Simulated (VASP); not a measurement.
```xyz
2
Lattice="0.0000 3.0433 3.0433 3.0433 0.0000 3.0433 3.0433 3.0433 0.0000" Properties=species:S:1:pos:R:3 pbc="T T T"
In     0.0000     0.0000     0.0000
Sb     3.0433     3.0433     3.0433
```

Level of theory: r2SCAN meta-GGA, VASP's PBE PAW potentials (set 64) (plane waves; VASP). Settings: 400 eV cut-off, 12×12×12 Γ-centred mesh, tetrahedra with Blöchl corrections, potentials In_d Sb.

Unless said otherwise, spin-orbit coupling is left out, though it shifts the bands of the heavy elements here.

Q: Tabulate the total density of states (states/eV per cell) against energy (eV; zero at the valence-band maximum or, without a gap, the Fermi level).

A: 
| E (eV) | DOS (states/eV) |
|---|---|
| -9.98 | 0.66 |
| -9.74 | 0.83 |
| -9.50 | 1.19 |
| -9.26 | 1.18 |
| -9.02 | 1.20 |
| -8.90 | 1.35 |
| -8.66 | 0.18 |
| -8.42 | 0.00 |
| -8.18 | 0.00 |
| -7.94 | 0.00 |
| -7.70 | 0.00 |
| -7.46 | 0.00 |
| -7.22 | 0.00 |
| -6.98 | 0.00 |
| -6.74 | 0.00 |
| -6.62 | 0.11 |
| -6.38 | 0.36 |
| -6.14 | 0.58 |
| -5.90 | 0.80 |
| -5.66 | 1.12 |
| -5.42 | 1.06 |
| -5.18 | 0.83 |
| -4.94 | 0.76 |
| -4.70 | 0.71 |
| -4.46 | 0.45 |
| -4.34 | 0.38 |
| -4.10 | 0.63 |
| -3.86 | 0.61 |
| -3.62 | 0.72 |
| -3.38 | 0.72 |
| -3.14 | 0.78 |
| -2.90 | 0.85 |
| -2.66 | 0.91 |
| -2.42 | 1.10 |
| -2.18 | 1.31 |
| -2.06 | 1.24 |
| -1.82 | 1.23 |
| -1.58 | 1.20 |
| -1.34 | 1.21 |
| -1.10 | 1.18 |
| -0.86 | 1.17 |
| -0.62 | 1.15 |
| -0.38 | 1.18 |
| -0.14 | 1.23 |
| 0.10 | 1.28 |
| 0.22 | 1.11 |
| 0.46 | 0.60 |
| 0.70 | 0.47 |
| 0.94 | 0.54 |
| 1.18 | 0.64 |
| 1.42 | 0.83 |
| 1.66 | 1.13 |
| 1.90 | 0.98 |
| 2.14 | 0.50 |
| 2.38 | 0.54 |
| 2.50 | 0.51 |
| 2.74 | 0.21 |
| 2.98 | 0.44 |
| 3.22 | 0.87 |
| 3.46 | 1.15 |
Within 2 eV below the Fermi level the largest weight inside VASP's projection spheres is Sb p, then In p.

The structure was generated: InSb was put into the rock salt type (Fm-3m), which need not be its known phase. It was relaxed first.
